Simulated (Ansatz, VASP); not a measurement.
**BiTe in two plane-wave programs**

Aim: how closely do two programs agree when they are given the same cell, functional and k mesh? The cell is taken from a series of runs on this material, whose earlier steps may have relaxed, scaled, displaced or heated it; both programs get it as it stands.

Method: plane waves, with VASP 6.6.1 beside it; relaxation of cell and atoms at PBEsol, in Ansatz 0.2.0.

## Step 1: Set-up

It takes space group Cmcm (No. 63, orthorhombic). Conventional cell: a = 6.391 Å, b = 6.400 Å, c = 6.396 Å, α = 90.00°, β = 90.00°, γ = 90.00°. Bi has 6 Te at 3.15 to 3.25 Å nearest. Te has 6 Bi at 3.15 to 3.25 Å nearest. Farther neighbours and most contacts between anions are not listed.

Coordinates:

```xyz
4
Lattice="3.1953 -3.2002 0.0000 3.1953 3.2002 0.0000 0.0000 0.0000 6.3957" Properties=species:S:1:pos:R:3 pbc="T T T"
Bi    3.1953    1.5518    1.5989
Bi    3.1953   -1.5518    4.7968
Te    3.1953    1.6945    4.7968
Te    3.1953   -1.6945    1.5989
```

## Step 2: VASP: relaxation of cell and atoms, PBEsol, pair 1

The relaxed volume is the usual yardstick between codes: in a stiff, nearly cubic crystal its relative difference is about their pressure difference at one cell divided by the bulk modulus.

Lines of VASP's logs that name or quote its potential files are left out, and so is its time.

Input file INCAR:

```
SYSTEM = BiTe
PREC = Accurate
ENCUT = 500
EDIFF = 1E-07
NELM = 120
ISMEAR = 1
SIGMA = 0.2
LREAL = .FALSE.
ALGO = Normal
GGA = PS
NBANDS = 27
LORBIT = 11
LWAVE = .FALSE.
LCHARG = .FALSE.
ISIF = 3
IBRION = 2
NSW = 80
EDIFFG = -0.005
LASPH = .TRUE.
GGA_COMPAT = .FALSE.
NELMIN = 4
KPAR = 2
```

Input file POSCAR:

```
BiTe
1.0
    3.1953150000     -3.2001640000      0.0000000000
    3.1953150000      3.2001640000      0.0000000000
    0.0000000000      0.0000000000      6.3957120000
Bi Te
2 2
Direct
    0.2575438321      0.7424561679      0.2500000000
    0.7424561679      0.2575438321      0.7500000000
    0.2352555994      0.7647444006      0.7500000000
    0.7647444006      0.2352555994      0.2500000000
```

Input file KPOINTS:

```
Automatic mesh
0
Gamma
10 10 8
0 0 0
```

PAW data sets: Bi_d and Te (PBE family, release 64).

On the command line:

```sh
> mpirun -np 2 vasp_std
```

Numbers of over 12 decimals in the logs are rounded to 6 here.

The program printed:

```text
[banner, memory and clock lines left out]
running    2 mpi-ranks, on    1 nodes
 distrk:  each k-point on    1 cores,    2 groups
 distr:  one band on    1 cores,    1 groups

 POSCAR found type information on POSCAR BiTe
 POSCAR found :  2 types and       4 ions
|                                                                             |
|               ----> ADVICE to this user running VASP <----                  |
|                                                                             |
|     You enforced a specific xc type in the INCAR file but a different       |
|     [... a line on the potential file left out ...]
|     I HOPE YOU KNOW WHAT YOU ARE DOING!                                     |
|                                                                             |

 LDA part: xc-table for (Slater+PW92), standard interpolation
 POSCAR, INCAR and KPOINTS ok, starting setup
 FFT: planning ... GRIDC
 FFT: planning ... GRID_SOFT
 FFT: planning ... GRID
 WAVECAR not read
 entering main loop
       N       E                     dE             d eps       ncg     rms          rms(c)
DAV:   1     0.392939164765E+03    0.39294E+03   -0.19933E+04  8378   0.155E+03
DAV:   2     0.242327416009E+02   -0.36871E+03   -0.36160E+03  8723   0.402E+02
DAV:   3    -0.143876330268E+02   -0.38620E+02   -0.37825E+02 10524   0.145E+02
DAV:   4    -0.159570766828E+02   -0.15694E+01   -0.15579E+01  9675   0.304E+01
DAV:   5    -0.160296866321E+02   -0.72610E-01   -0.72581E-01 11707   0.649E+00    0.983E+00
DAV:   6    -0.159821920955E+02    0.47495E-01   -0.14727E-01 10277   0.234E+00    0.626E+00
DAV:   7    -0.159852184071E+02   -0.30263E-02   -0.72783E-02 10327   0.155E+00    0.540E-01
DAV:   8    -0.159823842940E+02    0.28341E-02   -0.16741E-02  9755   0.895E-01    0.264E-01
DAV:   9    -0.159825918477E+02   -0.20755E-03   -0.17985E-03 10013   0.284E-01    0.179E-01
DAV:  10    -0.159825841427E+02    0.77050E-05   -0.58055E-05 11587   0.672E-02    0.958E-02
DAV:  11    -0.159825814773E+02    0.26655E-05   -0.73756E-06 10119   0.260E-02    0.278E-02
DAV:  12    -0.159825798216E+02    0.16557E-05   -0.42924E-06  9729   0.133E-02    0.263E-02
DAV:  13    -0.159825795383E+02    0.28334E-06   -0.98976E-07  9595   0.762E-03    0.110E-02
DAV:  14    -0.159825796635E+02   -0.12521E-06   -0.24013E-07  6606   0.250E-03    0.110E-03
DAV:  15    -0.159825797674E+02   -0.10394E-06   -0.18650E-08  4854   0.963E-04    0.223E-03
DAV:  16    -0.159825797459E+02    0.21531E-07   -0.33557E-09  4816   0.528E-04
   1 F= -.15982580E+02 E0= -.15982905E+02  d E =-.159826E+02
 curvature:   0.00 expect dE= 0.000E+00 dE for cont linesearch  0.000E+00
 trial: gam= 0.00000 g(F)=  0.645E-06 g(S)=  0.172E-04 ort = 0.000E+00 (trialstep = 0.100E+01)
 search vector abs. value=  0.178E-04
 bond charge predicted
       N       E                     dE             d eps       ncg     rms          rms(c)
DAV:   1    -0.159828055493E+02   -0.22578E-03   -0.66662E-03 10341   0.950E-01    0.831E-02
DAV:   2    -0.159826204795E+02    0.18507E-03   -0.38100E-04 10185   0.238E-01    0.350E-02
DAV:   3    -0.159825814419E+02    0.39038E-04   -0.13437E-04 10359   0.129E-01    0.542E-03
DAV:   4    -0.159825823756E+02   -0.93373E-06   -0.65219E-06 12274   0.197E-02    0.742E-03
DAV:   5    -0.159825832667E+02   -0.89111E-06   -0.53857E-07  8926   0.686E-03    0.253E-03
DAV:   6    -0.159825836357E+02   -0.36901E-06   -0.86687E-08  4654   0.273E-03    0.666E-04
DAV:   7    -0.159825836402E+02   -0.44183E-08   -0.18921E-08  4548   0.131E-03
   2 F= -.15982584E+02 E0= -.15982897E+02  d E =-.389427E-05
 trial-energy change:   -0.000004  1 .order   -0.000004   -0.000018    0.000010
 step:   0.6487(harm=  0.6487)  dis= 0.00006  next Energy=   -15.982586 (dE=-0.578E-05)
 reached required accuracy - stopping structural energy minimisation
```

Parts of OUTCAR (step 2):

```text
ion  position               nearest neighbor table
   1  0.258  0.742  0.250-   4 3.15   4 3.20   4 3.20   3 3.20   3 3.20   4 3.25
   2  0.742  0.258  0.750-   3 3.15   3 3.20   3 3.20   4 3.20   4 3.20   3 3.25
   3  0.235  0.765  0.750-   2 3.15   2 3.20   2 3.20   1 3.20   1 3.20   2 3.25
   4  0.765  0.235  0.250-   1 3.15   1 3.20   1 3.20   2 3.20   2 3.20   1 3.25

  LATTYP: Found a base centered orthorhombic cell.
 ALAT       =     6.3906300000
 B/A-ratio  =     1.0015175343
 C/A-ratio  =     1.0007952268

 Subroutine GETGRP returns: Found  8 space group operations
 (whereof  4 operations were pure point group operations)

The static configuration has the point symmetry C_2h.
 The point group associated with its full space group is D_2h.

 Found    155 irreducible k-points:

   k-points           NKPTS =    155   k-points in BZ     NKDIM =    155   number of bands    NBANDS=     27

   dimension x,y,z NGX =    36 NGY =   36 NGZ =   48
   dimension x,y,z NGXF=    72 NGYF=   72 NGZF=   96

   ENCUT  =  500.0 eV  36.75 Ry    6.06 a.u.   8.25  8.25 11.66*2*pi/ulx,y,z

   NELECT =      42.0000    total number of electrons

 k-points in reciprocal lattice and weights: Automatic mesh
   0.00000000  0.00000000  0.00000000       0.001
   0.10000000 -0.00000000  0.00000000       0.005
   0.20000000 -0.00000000  0.00000000       0.005
   0.30000000 -0.00000000  0.00000000       0.005
   0.40000000 -0.00000000  0.00000000       0.005
   0.50000000 -0.00000000  0.00000000       0.003
   0.10000000  0.10000000  0.00000000       0.003
   0.20000000  0.10000000  0.00000000       0.005
   0.30000000  0.10000000  0.00000000       0.005
[...]
-0.40000000  0.40000000  0.50000000       0.003
   0.50000000  0.50000000  0.50000000       0.001

 average (electrostatic) potential at core
       1-104.0673       2-104.0673       3 -87.8521       4 -87.8521

 E-fermi :   6.9281

 k-point     1 :       0.0000    0.0000    0.0000
  band No.  band energies     occupation
    ...
     16       2.7449      2.00000
     17       2.7597      2.00000
     18       4.2805      2.00000
     19       4.3001      2.00000
     20       4.3256      2.00000
     21       8.9181     -0.00000
     22       9.1408     -0.00000
     23       9.1532     -0.00000
     24       9.2313     -0.00000
     25      10.6187     -0.00000
    ...

 k-point     2 :       0.1000   -0.0000    0.0000
  band No.  band energies     occupation
    ...
     16       2.8341      2.00000
     17       2.8593      2.00000
     18       4.2224      2.00000
     19       4.3698      2.00000
     20       4.4261      2.00000
     21       8.6902     -0.00000
     22       8.7516     -0.00000
     23       9.1751     -0.00000
     24       9.2335     -0.00000
     25      10.2915     -0.00000
    ...

 k-point     3 :       0.2000   -0.0000    0.0000
  band No.  band energies     occupation
    ...
     16       3.0833      2.00000
     17       3.1500      2.00000
     18       3.9284      2.00000
     19       4.6034      2.00000
     20       4.7744      2.00000
     21       7.7866     -0.00000
     22       7.9063     -0.00000
     23       9.2813     -0.00000
     24       9.3674     -0.00000
     25       9.4793     -0.00000
    ...

  Total        0.0126420      0.0130079      0.0145716      0.0000000     -0.0000000      0.0000000
  in kB        0.1549707      0.1594563      0.1786243      0.0000000     -0.0000000      0.0000000
  external PRESSURE =       0.1643504 kB  Pullay stress =       0.0000000 kB

  energy-cutoff  :      500.00
  volume of cell :      130.70
      direct lattice vectors                 reciprocal lattice vectors
     3.194638177 -3.199563680  0.000000000     0.156512247 -0.156271308  0.000000000
     3.194638177  3.199563680  0.000000000     0.156512247  0.156271308  0.000000000
     0.000000000  0.000000000  6.393432323     0.000000000  0.000000000  0.156410508

 POSITION                                       TOTAL-FORCE (eV/Angst)
 -----------------------------------------------------------------------------------
      3.19464      1.55141      1.59836         0.000000     -0.002204      0.000000
      3.19464     -1.55141      4.79507         0.000000      0.002204      0.000000
      3.19464      1.69405      4.79507         0.000000     -0.001497      0.000000
      3.19464     -1.69405      1.59836         0.000000      0.001497     -0.000000
 -----------------------------------------------------------------------------------
    total drift:                               -0.000000     -0.000000     -0.000000

  FREE ENERGIE OF THE ION-ELECTRON SYSTEM (eV)
  ---------------------------------------------------
  free  energy   TOTEN  =       -15.9825836402 eV

  energy  without entropy=      -15.9835233299  energy(sigma->0) =      -15.98289687

 reached required accuracy - stopping structural energy minimisation

 total charge
# of ion       s       p       d       tot
------------------------------------------
    1        1.563   1.228   9.927  12.718
    2        1.563   1.228   9.927  12.718
    3        1.419   1.867   0.040   3.326
    4        1.419   1.867   0.040   3.326
--------------------------------------------------
tot          5.963   6.189  19.936  32.087

[... 3 further parts left out ...]
```

The run keeps the 8 symmetry operations of its start, so it cannot find a distortion of lower symmetry.

## Step 3: Ansatz: relaxation of cell and atoms, PBEsol, pair 1

Ansatz runs on its PAW soft_1 files.

The same cell, functional, mesh and smearing now go to Ansatz, which takes its cutoff from its data sets.

Input file input.yaml:

```yaml
crystal:
  lattice:
    - [3.1953153536, -3.2001637164, 0.0]
    - [3.1953153536, 3.2001637164, 0.0]
    - [0.0, 0.0, 6.3957118186]
  atoms:
    - { symbol: Bi, position: [0.2575437806, 0.7424562194, 0.25] }
    - { symbol: Bi, position: [0.7424562194, 0.2575437806, 0.75] }
    - { symbol: Te, position: [0.2352555673, 0.7647444327, 0.75] }
    - { symbol: Te, position: [0.7647444327, 0.2352555673, 0.25] }
kpoints:
  mp_grid: { grid: [10, 10, 8] }
hamiltonian:
  xc: pbesol
  pseudopotentials: { kind: paw, azcp: { folder: soft_1 }, xc_functional: pbe }
scf:
  occupations: { method: methfessel_paxton, width: 0.2 }
output:
  forces: true
  stress: true
  eigenvalues: true
relax:
  adjacent_minimum: "off"
  f_tol: 0.001
  max_steps: 60
  cell: { stress_tol: 0.01 }
```

On the command line:

```sh
> ansatz run input.yaml --threads 4 --pin off --max-ram 10240MiB --backend cpu --events-out ev --progress --plain --runs-dir out
```

The program printed:

```text
Engine: ansatz 0.2.0, aarch64-unknown-linux-gnu
Pseudopotentials: kind: paw
Pseudopotential: Bi, paw, valence charge 15, recommended cutoff 420 eV (normal), soft_1/Bi.paw.azcp
Pseudopotential: Te, paw, valence charge 16, recommended cutoff 420 eV (normal), soft_1/Te.paw.azcp
Functional definition: PBEsol
  exchange = pbesol_x
  correlation = pbesol_c
Crystal: 4 atoms, lattice volume = 130.799 Å³
Basis set: ecut = 420 eV, 2541 PW (Γ), exchange–correlation on 64×64×90 points (8 copies of the dense FFT grid, shifted against one another)
Bands: 38, of which v1, the nominal top of the filled ones, is band 31 counted from 1 (30 counted from 0)
Symmetry: 8 space group operations
Space group: Cmcm (ITA 63), of the structure as read, at distance tolerance 5.1e-5 Å
k-points: 155 of 800
Non-local potential: Bi, projectors of the file, l = 0: 2, l = 1: 2, l = 2: 2, l = 3: 1
Non-local potential: Te, projectors of the file, l = 0: 2, l = 1: 2, l = 2: 2, l = 3: 1
PAW form: soft (Blöchl's): semilocal exchange-correlation on the pseudo side does not see the compensation charge
PAW frozen core: Bi, regenerated for the run's functional, and the local potential with it (the file was generated under x = pbe(κ = 0.804, μ = 0.219515), c = pbe(β = 0.066725))
PAW frozen core: Te, regenerated for the run's functional, and the local potential with it (the file was generated under x = pbe(κ = 0.804, μ = 0.219515), c = pbe(β = 0.066725))
PAW one-centre angular grid: Bi, 590 points (default); XC on 64 Gauss nodes
PAW one-centre angular grid: Te, 590 points (default); XC on 64 Gauss nodes
Initial density: superposition of atomic densities (chi_scale 0.1, normalization cell, long waves kept (reshape's long-wave potential 0.00 eV rms))
Initial wavefunctions: pseudopotential atomic-orbital guess
Functional: x = pbesol(κ = 0.804, μ = 0.123457), c = pbesol(β = 0.046)
SCF iter   1: F=—  HF=-38292.473833 eV  |F-HF|=—  |Δ(HF+E_count)|=         —  Δρ=9.53e-3  dr2=1.11e-1  ethr=3.10e-3  ⟨swp⟩=10.2  Hψ=28264  notcnv=0
preconditioner: auto → Kerker (q_TF=auto, 2.409 Å⁻¹)  [metal: Δε(μ)=0.013 eV  Ē_g=8.695 eV  σ=0.200 eV  W_gap=0.06  n_scr=36 (ndim 8)  ℏωp=15.2 eV  f_vac=0.000  D(μ)=2.46/eV (n_scr^D=14)]
SCF iter   2: F=—  HF=-38292.463236 eV  |F-HF|=—  |Δ(HF+E_count)|=   1.06e-2  S|Δr|=    0.00e0  Δρ=6.22e-3  dr2=4.96e-2  ethr=1.79e-4  ⟨swp⟩=1.1  Hψ=7172  notcnv=0  defer=7
SCF iter   3: F=—  HF=-38292.457795 eV  |F-HF|=—  |Δ(HF+E_count)|=   5.44e-3  S|Δr|=    0.00e0  Δρ=8.17e-4  dr2=8.52e-4  ethr=7.99e-5  ⟨swp⟩=2.7  Hψ=10365  notcnv=0  defer=7
SCF iter   4: F=—  HF=-38292.458006 eV  |F-HF|=—  |Δ(HF+E_count)|=   2.11e-4  S|Δr|=    0.00e0  Δρ=2.77e-4  dr2=1.39e-4  ethr=1.37e-6  ⟨swp⟩=2.0  Hψ=8462  notcnv=0  defer=7
SCF iter   5: F=—  HF=-38292.458070 eV  |F-HF|=—  |Δ(HF+E_count)|=   6.35e-5  S|Δr|=    0.00e0  Δρ=1.29e-4  dr2=4.01e-5  ethr=2.24e-7  ⟨swp⟩=2.2  Hψ=8960  notcnv=0  defer=7
SCF iter   6: F=—  HF=-38292.458089 eV  |F-HF|=—  |Δ(HF+E_count)|=   1.86e-5  S|Δr|=    0.00e0  Δρ=2.99e-5  dr2=1.78e-6  ethr=6.46e-8  ⟨swp⟩=2.0  Hψ=7234  notcnv=0  defer=9
SCF iter   7: F=-38292.458089 eV  HF=-38292.458089 eV  |F-HF|=9.15e-9  |Δ(HF+E_count)|=   4.74e-7  S|Δr|=    0.00e0  Δρ=6.20e-6  dr2=6.55e-8  ethr=1.61e-10  ⟨swp⟩=8.8  Hψ=29736  notcnv=0
SCF 1 converged in 7 iterations: F = -38292.458089 eV  dr2 = 6.55e-8
  greatest PAW one-centre occupation: 0.998 electrons in one spin orbital (limit 2), on the Te atom at site 3 (counted from 0), in its partial waves of l = 2
relax step   1: F+E_penalty+E_count = -38292.45808904 eV  Δ(F+E_penalty+E_count) = +0.000e0 eV  max|allowed force component| = 6.362e-4 eV/Å  Δτ_max = 0.0000 Å  P = +0.001 GPa  Ω = 130.799 Å³  (7 SCF iters, dr2 threshold 1.00e-7 eV, accepted)
Initial density: handed on by an earlier stage of this run
Initial wavefunctions: pseudopotential atomic-orbital guess (no wavefunctions were taken with the density)
iter 1 solved again at ethr=1.85e-7 eV; its pass at ethr=3.10e-3 eV (dr2=1.15e-4 eV) is discarded
SCF iter   1: F=—  HF=-38292.458088 eV  |F-HF|=—  |Δ(HF+E_count)|=         —  Δρ=6.18e-6  dr2=6.03e-8  ethr=1.85e-7  ⟨swp⟩=3.4  Hψ=44792  notcnv=0
eigensolver tolerance schedule: the retry pair's looser diagonalisation over-reported the residual by 1903.13 of it (diagonalisation noise at 0.13 of the residual, at the tolerance the schedule requests for it); recorded, not acted on — ethr = c·dr2/N_el stays at c = 1.0e-1
preconditioner: auto → Kerker (q_TF=auto, 2.409 Å⁻¹)  [metal: Δε(μ)=0.015 eV  Ē_g=8.690 eV  σ=0.200 eV  W_gap=0.06  n_scr=36 (ndim 8)  ℏωp=15.2 eV  f_vac=0.005  D(μ)=2.45/eV (n_scr^D=14)]
SCF iter   2: F=—  HF=-38292.458089 eV  |F-HF|=—  |Δ(HF+E_count)|=   1.41e-6  S|Δr|=    0.00e0  Δρ=4.17e-6  dr2=3.17e-8  ethr=9.73e-11  ⟨swp⟩=2.9  Hψ=12217  notcnv=0
SCF iter   3: F=—  HF=-38292.458089 eV  |F-HF|=—  |Δ(HF+E_count)|=   4.28e-9  S|Δr|=    0.00e0  Δρ=1.52e-6  dr2=3.64e-9  ethr=5.11e-11  ⟨swp⟩=2.2  Hψ=10058  notcnv=0
SCF iter   4: F=—  HF=-38292.458089 eV  |F-HF|=—  |Δ(HF+E_count)|=  9.82e-10  S|Δr|=    0.00e0  Δρ=7.63e-7  dr2=1.22e-9  ethr=5.87e-12  ⟨swp⟩=2.1  Hψ=7844  notcnv=0
SCF iter   5: F=—  HF=-38292.458089 eV  |F-HF|=—  |Δ(HF+E_count)|=  1.46e-10  S|Δr|=    0.00e0  Δρ=2.79e-7  dr2=1.18e-10  ethr=1.96e-12  ⟨swp⟩=2.0  Hψ=10720  notcnv=0
SCF iter   6: F=—  HF=-38292.458089 eV  |F-HF|=—  |Δ(HF+E_count)|=  6.55e-11  S|Δr|=    0.00e0  Δρ=6.71e-8  dr2=8.65e-12  ethr=1.00e-12  ⟨swp⟩=2.0  Hψ=10472  notcnv=0
SCF iter   7: F=-38292.458089 eV  HF=-38292.458089 eV  |F-HF|=2.18e-11  |Δ(HF+E_count)|=  2.91e-11  S|Δr|=    0.00e0  Δρ=1.98e-8  dr2=4.07e-13  ethr=1.00e-12  ⟨swp⟩=7.0  Hψ=27558  notcnv=0
SCF 2 converged in 7 iterations: F = -38292.458089 eV  dr2 = 4.07e-13
relax step   2: F+E_penalty+E_count = -38292.45808905 eV  Δ(F+E_penalty+E_count) = -1.641e-8 eV  max|allowed force component| = 6.487e-4 eV/Å  Δτ_max = 0.0000 Å  P = +0.001 GPa  Ω = 130.799 Å³  stress off target by 7.27e-3 GPa  SCF on the basis re-selected at this cell (its energy is not comparable with the rows above)  (7 SCF iters)
basis re-selected at this cell: Δ(F+E_penalty+E_count) = -1.641e-8 eV, ΔP = +0.000 GPa vs the last step (what re-selecting the basis moved, of the pressure what is left beyond the Pulay correction that the steps carried, after the strain that the cell walked since its last selection, with what the two solves' SCF thresholds leave and, on support functions, any second-order correction that the steps lacked; it is no m [...]
SCF converged after 7 iterations
Stability not checked: this state was not tested for a lower state beside it, because cold or Methfessel-Paxton smearing, or corrected tetrahedra, fill the levels in a way that the test cannot read (fill_not_monotonic; see scf.lower_state_search)
Free energy (F): -38292.458089 eV
Harris-Foulkes:  -38292.458089 eV  (|F-HF|=2.18e-11)
Internal energy: -38292.459100 eV  (E = F + TS)
E sigma→0 (E₀):  -38292.458342 eV
Entropy (-TS):   0.001011 eV (0.253 meV/atom)
Fermi energy:    10.208817 eV
--- Per-component energies (eV) ---
  E_band       = -705.002109
  E_kinetic    = 851.888679
  E_local      = -5753.940413  (includes V_loc(G=0)·N_el)
  E_nonlocal   = 956.164563
  E_hartree    = 2542.476314
  E_xc         = -545.357483
  E_vxc        = -467.331981  (∫ρ·V_xc dr)
  E_paw        = -30201.743518  (= ΣΔE_a)
  E_vpaw       = -1376.736212  (= ΣTr[D̂ρ^β])
  E_aug_tail   = 0.000588  (compensation charges beyond the density's cutoff)
  E_ewald      = -6142.877040
  E_core_change = 0.929211  (= ΣΔE_core)
  E_smearing   = 0.001011  (= −TS)
  E_closure    = -0.000000  (closes the sum)
  Σ components = -38292.458089   (vs F -38292.458089, Δ=0.00e0)
--- Forces (eV/Å), atoms counted from 1 ---
  atom   1  Bi     0.00000000    -0.00064874    -0.00000000
  atom   2  Bi    -0.00000000     0.00064874     0.00000000
  atom   3  Te     0.00000000    -0.00025397     0.00000000
  atom   4  Te    -0.00000000     0.00025397    -0.00000000
  max |Σ_I F_I| component: 6.94e-18 eV/Å
--- Stress (GPa, compression-positive) ---
        0.005222       0.000000      -0.000000
        0.000000       0.006311       0.000000
       -0.000000       0.000000      -0.007273
  P = ⅓ Tr σ = 0.0014 GPa (0.014 kbar)
--- Band table (eV; the first three rows and the last of 155) ---
  k-point 0: bands = [... 27 lower, 7.5608, 7.5800, 7.6078, 12.2055, 12.4178, 12.4341, 12.5130, 13.8946, ... 3 higher]
  k-point 1: bands = [... 27 lower, 7.4839, 7.5009, 7.8501, 11.7658, 12.2431, 12.4618, 12.5530, 13.8158, ... 3 higher]
  k-point 2: bands = [... 27 lower, 7.2770, 7.2887, 8.4416, 10.5489, 12.3613, 12.5572, 12.6821, 13.5629, ... 3 higher]
  k-point 154: bands = [... 27 lower, 5.0120, 8.6148, 8.6148, 9.9487, 9.9487, 14.2481, 14.2481, 14.2522, ... 3 higher]
--- Relaxed structure (1 steps of the walk, 1 accepted, 1 SCFs on fresh bases) ---
  F+E_penalty+E_count = -38292.45808905 eV   max|allowed force component| = 6.487e-4 eV/Å   (the final SCF, on the basis selected at the relaxed cell)
  cell:  # Å, volume = 130.7991 Å³
    - [3.1953153536, -3.2001637164, 0.0]
    - [3.1953153536, 3.2001637164, 0.0]
    - [0.0, 0.0, 6.3957118186]
  atoms:
    - { symbol: Bi, position: [0.2575437806, 0.7424562194, 0.250000] }
    - { symbol: Bi, position: [0.7424562194, 0.2575437806, 0.750000] }
    - { symbol: Te, position: [0.235256, 0.7647444327, 0.750000] }
    - { symbol: Te, position: [0.7647444327, 0.235256, 0.250000] }
```

In the SCF lines HF is the Harris–Foulkes energy and dr2 the Hartree energy of the density residual, in eV; the loop may stop once dr2 is under the threshold and the program's other checks hold. Hψ counts applications of the Hamiltonian.

(Part 1 of 2 ends here.)

[Lines on the potential files, build, host, timing and source positions are cut from VASP's logs without a mark.]

[Logs are printed without paths, hosts, clocks, repeated set-up lines and the standing remarks that a program may print on its own settings, such as how far it seeks lower states.]

[Hosts, paths, dates, database ids (printed as entryN), source tags and the programs' standing remarks are cut or masked in the printed files.]
